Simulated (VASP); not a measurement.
Here is the system:

```
CELL_PARAMETERS angstrom
      2.85261     0.00000     0.00000
     -1.42630     2.47043     0.00000
      0.00000     0.00000     3.56586
ATOMIC_POSITIONS crystal
  Mn 0.00000 0.00000 0.00000
  Ge 0.66667 0.33333 0.50000
```
Starting moments (μB, in the order of the record's atoms Mn Ge): 0.8 0.0.

Method: PBEsol GGA, VASP's PBE PAW potentials (set 64) (plane waves; VASP). Numerical set-up: 400 eV cut-off, Gaussian smearing of 0.050 eV, potentials Mn_pv Ge_d.

The moments were started parallel, and other spin orders were not tried in this run.

Task: What does the run give for the cell moment, band gap (along the path) with the smallest direct gap where there is one?

Result: 
- band gap (along the path) = none (metal, semimetal or under 0.01 eV)
- cell moment = 0.81 μB

The absolute energy has meaning only against runs of the same code, potentials and settings.

The structure was generated: MnGe was put into the WC type (P-6m2), which need not be its known phase. It was relaxed first, which changed the volume by -20 %.
